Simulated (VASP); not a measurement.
An input for Ansatz (written as the equivalent of a VASP run, and not itself run):

Ansatz 0.2 input:
```yaml
crystal:
  lattice:
    - [0.0000000, 3.0225214, 3.0225214]
    - [3.0225214, 0.0000000, 3.0225214]
    - [3.0225214, 3.0225214, 0.0000000]
  atoms:
    - { symbol: Y, position: [0.0000000, 0.0000000, 0.0000000] }
    - { symbol: S, position: [0.2500000, 0.2500000, 0.2500000] }
kpoints:
  mp_grid: { grid: [12, 12, 12] }
hamiltonian:
  xc: pbesol
  pseudopotentials: { kind: paw }
scf:
  occupations: { method: tetrahedron }
  max_iter: 100
output: { forces: true, stress: true, eigenvalues: true }
```

Task: Translate this input to VASP (INCAR, KPOINTS, POSCAR, choice of POTCAR).

Result: One answer among several that fit: 
File KPOINTS:
```
Automatic mesh
0
Gamma
12 12 12
0 0 0
```

### INCAR
```
LCHARG  =  .TRUE.
LMAXMIX  =  4
ENCUT  =  400   ! plane-wave cut-off (eV)
NEDOS  =  601   ! DOS grid
LWAVE  =  .FALSE.
SYSTEM  =  YS
NELM  =  100
GGA  =  PS   ! PBEsol
ISMEAR  =  -5   ! tetrahedra, Bloechl
EDIFF  =  1E-7
LREAL  =  .FALSE.   ! projection in real space or not
LASPH  =  .TRUE.
LORBIT  =  11
ISIF  =  2
PREC  =  Accurate
ALGO  =  Normal
```

**POSCAR**
```
YS
3.0225210
  0.0000000000   1.0000001476   1.0000001476
  1.0000001476   0.0000000000   1.0000001476
  1.0000001476   1.0000001476   0.0000000000
Y S
1 1
Direct
  0.0000000000   0.0000000000   0.0000000000
  0.2500000000   0.2500000000   0.2500000000
```

POTCAR, in this order: Y_sv S (PBE.64 set). Program: vasp_std.

The two are equivalent in intent, not identical: each code has its own PAW files, so the cut-off isn't converted (ENCUT is set for VASP's; basis.ecutwfc is left out, and Ansatz then takes the one that its files recommend); Ansatz stops its SCF on the density residual and VASP on the energy change (EDIFF).

The structure was generated: YS was put into the zinc blende type (F-43m), which need not be its known phase. It was relaxed first, which changed the volume by -30 %.
